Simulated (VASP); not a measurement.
OSZICAR of a VASP run on Pt₃Ti (L1_2):

**OSZICAR**
```
       N       E                     dE             d eps       ncg     rms          rms(c)
DAV:   1     0.393294751905E+03    0.39329E+03   -0.21449E+04  1000   0.181E+03
DAV:   2     0.916304581309E+01   -0.38413E+03   -0.37739E+03  1088   0.449E+02
DAV:   3    -0.229974622392E+02   -0.32161E+02   -0.30625E+02  1510   0.110E+02
DAV:   4    -0.239369800616E+02   -0.93952E+00   -0.93584E+00  1150   0.201E+01
DAV:   5    -0.239712148942E+02   -0.34235E-01   -0.34204E-01  1444   0.381E+00    0.230E+01
DAV:   6    -0.219868101004E+02    0.19844E+01   -0.20520E+01  1408   0.332E+01    0.137E+01
DAV:   7    -0.217141706386E+02    0.27264E+00   -0.28071E+01  1430   0.328E+01    0.105E+01
DAV:   8    -0.208920816870E+02    0.82209E+00   -0.17335E+00  1421   0.104E+01    0.467E+00
DAV:   9    -0.208009642132E+02    0.91117E-01   -0.21790E+00  1481   0.810E+00    0.246E+00
DAV:  10    -0.207362827836E+02    0.64681E-01   -0.41865E-01  1424   0.443E+00    0.294E-01
DAV:  11    -0.207389184603E+02   -0.26357E-02   -0.82613E-03  1337   0.709E-01    0.516E-01
DAV:  12    -0.207367667515E+02    0.21517E-02   -0.13684E-02  1490   0.701E-01    0.110E-01
DAV:  13    -0.207367399259E+02    0.26826E-04   -0.21936E-04  1117   0.110E-01    0.579E-02
DAV:  14    -0.207367492844E+02   -0.93584E-05   -0.51423E-05  1369   0.569E-02    0.592E-02
DAV:  15    -0.207367218213E+02    0.27463E-04   -0.11193E-04  1487   0.703E-02    0.780E-03
DAV:  16    -0.207367219510E+02   -0.12967E-06   -0.32112E-06  1067   0.118E-02
   1 F= -.20736722E+02 E0= -.20736371E+02  d E =-.207367E+02
       N       E                     dE             d eps       ncg     rms          rms(c)
DAV:   1    -0.210770995226E+02   -0.34038E+00   -0.88398E+00  1072   0.278E+01    0.426E+00
DAV:   2    -0.207620392904E+02    0.31506E+00   -0.13671E+00  1131   0.865E+00    0.275E+00
DAV:   3    -0.207978571309E+02   -0.35818E-01   -0.13162E+00  1481   0.726E+00    0.204E+00
DAV:   4    -0.207141614694E+02    0.83696E-01   -0.37993E-01  1367   0.356E+00    0.590E-01
DAV:   5    -0.207176934780E+02   -0.35320E-02   -0.15759E-02  1480   0.834E-01    0.329E-01
DAV:   6    -0.207194406221E+02   -0.17471E-02   -0.10545E-02  1488   0.502E-01    0.210E-01
DAV:   7    -0.207193413788E+02    0.99243E-04   -0.30371E-03  1396   0.310E-01    0.386E-02
DAV:   8    -0.207193162417E+02    0.25137E-04   -0.13726E-04  1337   0.718E-02    0.126E-02
DAV:   9    -0.207193154569E+02    0.78481E-06   -0.19174E-05  1349   0.335E-02    0.999E-03
DAV:  10    -0.207193155309E+02   -0.73988E-07   -0.16782E-06   823   0.102E-02
   2 F= -.20719316E+02 E0= -.20719205E+02  d E =0.174064E-01
       N       E                     dE             d eps       ncg     rms          rms(c)
DAV:   1    -0.209239732783E+02   -0.20466E+00   -0.45093E+00  1072   0.196E+01    0.317E+00
DAV:   2    -0.207670628855E+02    0.15691E+00   -0.76811E-01  1173   0.614E+00    0.185E+00
DAV:   3    -0.207793941475E+02   -0.12331E-01   -0.61040E-01  1527   0.499E+00    0.167E+00
DAV:   4    -0.207376469150E+02    0.41747E-01   -0.26933E-01  1400   0.295E+00    0.447E-01
DAV:   5    -0.207389952934E+02   -0.13484E-02   -0.80740E-03  1364   0.559E-01    0.199E-01
DAV:   6    -0.207399605434E+02   -0.96525E-03   -0.32592E-03  1525   0.262E-01    0.912E-02
DAV:   7    -0.207400708968E+02   -0.11035E-03   -0.14345E-04  1198   0.635E-02    0.492E-02
DAV:   8    -0.207400975729E+02   -0.26676E-04   -0.52713E-05  1365   0.388E-02    0.187E-02
DAV:   9    -0.207400999489E+02   -0.23760E-05   -0.61448E-06   938   0.162E-02    0.365E-03
DAV:  10    -0.207400998139E+02    0.13507E-06   -0.22020E-07   507   0.303E-03
   3 F= -.20740100E+02 E0= -.20739807E+02  d E =-.337786E-02
```

Q: Which electronic solver shows in the log?

A: It is blocked Davidson (ALGO = Normal, or the opening steps of other solvers). The INCAR had ALGO = Normal.

Q: Can the final energy be trusted as converged?

A: The calculation finished and met its thresholds. It stopped with EDIFF = 1E-6, NELM = 100, NSW = 60 and EDIFFG = -0.02 after 3 ionic steps (vdW-DF-cx, plane waves, VASP's PBE PAW potentials (set 64)).

The compound is Pt3Ti in the L1_2 structure. This run relaxes it. Symmetry was kept, so distortions that lower it aren't found. The start is the result of an earlier pass.
